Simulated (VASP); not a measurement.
All values below come from PBE GGA, VASP's PBE PAW potentials (set 64) (plane waves; VASP).

VASP input:

File KPOINTS:
```
Automatic mesh
0
Gamma
4 4 4
0 0 0
```

POSCAR:
```
CsPbBr3
1
    5.9486300000     0.0000000000     0.0000000000
    0.0000000000     5.9486300000     0.0000000000
    0.0000000000     0.0000000000     5.9486300000
Cs Pb Br
1 1 3
Direct
  0.0000000000   0.0000000000   0.0000000000
  0.5000000000   0.5000000000   0.5000000000
  0.5000000000   0.5000000000   0.0000000000
  0.0000000000   0.5000000000   0.5000000000
  0.5000000000   0.0000000000   0.5000000000
```

INCAR:
```
PREC=Accurate
LWAVE=.False.
EDIFF=1E-6   # SCF stop (eV)
ISIF=2
SYSTEM=CsPbBr3
LASPH=.True.   # aspherical one-centre terms
ISMEAR=0   # Gaussian
LREAL=.False.   # projection in real space or not
LMAXMIX=4   # l cut-off of mixed one-centre charges
NELM=100   # most electronic steps
LCHARG=.False.
SIGMA=0.01   # width (eV)
ENCUT=300   # plane-wave cut-off (eV)
GGA=PE   # PBE
ALGO=Normal   # blocked Davidson
```

POTCAR, in this order: Cs_sv Pb_d Br (PBE.64 set). Program: vasp_std.

Output

OSZICAR:
```
       N       E                     dE             d eps       ncg     rms          rms(c)
DAV:   1     0.318615142699E+03    0.31862E+03   -0.14189E+04   528   0.987E+02
DAV:   2     0.155321889247E+02   -0.30308E+03   -0.29819E+03   678   0.282E+02
DAV:   3    -0.154224761802E+02   -0.30955E+02   -0.30846E+02   584   0.101E+02
DAV:   4    -0.164630749894E+02   -0.10406E+01   -0.10382E+01   696   0.263E+01
DAV:   5    -0.164929426202E+02   -0.29868E-01   -0.29858E-01   606   0.303E+00    0.404E+00
DAV:   6    -0.159008717675E+02    0.59207E+00   -0.10907E+00   766   0.997E+00    0.235E+00
DAV:   7    -0.158471602060E+02    0.53712E-01   -0.53872E-01   726   0.404E+00    0.102E+00
DAV:   8    -0.158574301208E+02   -0.10270E-01   -0.62075E-02   640   0.207E+00    0.178E-01
DAV:   9    -0.158572538450E+02    0.17628E-03   -0.97483E-03   718   0.747E-01    0.102E-01
DAV:  10    -0.158575803312E+02   -0.32649E-03   -0.97457E-04   602   0.177E-01    0.428E-02
DAV:  11    -0.158576658807E+02   -0.85550E-04   -0.17608E-04   612   0.101E-01    0.856E-03
DAV:  12    -0.158576671175E+02   -0.12368E-05   -0.28197E-05   756   0.517E-02    0.717E-03
DAV:  13    -0.158576669442E+02    0.17333E-06   -0.35645E-06   592   0.138E-02
   1 F= -.15857667E+02 E0= -.15857667E+02  d E =-.214467E-11
```

File OUTCAR:
```
------------------------ aborting loop because EDIFF is reached ----------------------------------------
  FORCE on cell =-STRESS in cart. coord.  units (eV):
  Direction    XX          YY          ZZ          XY          YZ          ZX
  --------------------------------------------------------------------------------------
  Total        0.6557353      0.6557353      0.6557353      0.0000000      0.0000000     -0.0000000
  in kB        4.9910079      4.9910079      4.9910079      0.0000000      0.0000000     -0.0000000
  external PRESSURE =       4.9910079 kB  Pullay stress =       0.0000000 kB
  volume of cell :      210.50
      direct lattice vectors                 reciprocal lattice vectors
     5.948630000  0.000000000  0.000000000     0.168105934  0.000000000  0.000000000
     0.000000000  5.948630000  0.000000000     0.000000000  0.168105934  0.000000000
     0.000000000  0.000000000  5.948630000     0.000000000  0.000000000  0.168105934
 POSITION                                       TOTAL-FORCE (eV/Angst)
 -----------------------------------------------------------------------------------
      0.00000      0.00000      0.00000         0.000000      0.000000      0.000000
      2.97431      2.97431      2.97431         0.000000      0.000000      0.000000
      2.97431      2.97431      0.00000         0.000000      0.000000      0.000000
      0.00000      2.97431      2.97431         0.000000      0.000000      0.000000
      2.97431      0.00000      2.97431         0.000000      0.000000      0.000000
 -----------------------------------------------------------------------------------
    total drift:                                0.000000      0.000000      0.000000
  FREE ENERGIE OF THE ION-ELECTRON SYSTEM (eV)
  ---------------------------------------------------
  free  energy   TOTEN  =       -15.8576669442 eV

  energy  without entropy=      -15.8576669442  energy(sigma->0) =      -15.85766694
```
(Selected blocks of OUTCAR.)

At this cut-off the stress carries a Pulay error, which pulls relaxed volumes low.

The structure comes from a computed database's CsPbBr3 entry; how it stands against other phases isn't given here. The cell was not relaxed at this level.
